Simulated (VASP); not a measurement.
Given:

```
CELL_PARAMETERS angstrom
      3.03726     0.00000     0.00000
      0.00000     3.03726     0.00000
      0.00000     0.00000     3.69349
ATOMIC_POSITIONS crystal
  Cd 0.98910 0.00840 0.99958
  Pd 0.51090 0.49160 0.50042
```

Computed with LDA (Ceperley-Alder, Perdew-Zunger), VASP's LDA PAW potentials (set 64) (plane waves; VASP). Settings: 300 eV cut-off, 9×9×8 Γ-centred mesh, Fermi-Dirac smearing of 0.10 eV, potentials Cd Pd.

At this cut-off the stress carries a Pulay error, which pulls relaxed volumes low.

### Question
What does the run give for the energy per atom (σ→0), pressure, largest force, band gap (on the k-mesh) with the smallest direct gap where there is one?

### Answer

- band gap (on the k-mesh): none (metal, semimetal or under 0.01 eV)
- energy per atom (σ→0): -4.404 eV/atom
- pressure: -75.3 kbar
- largest force: 0.307 eV/Å

The structure comes from a computed database's CdPd entry; how it stands against other phases isn't given here. The cell was not relaxed at this level, atoms are displaced from their ideal sites.
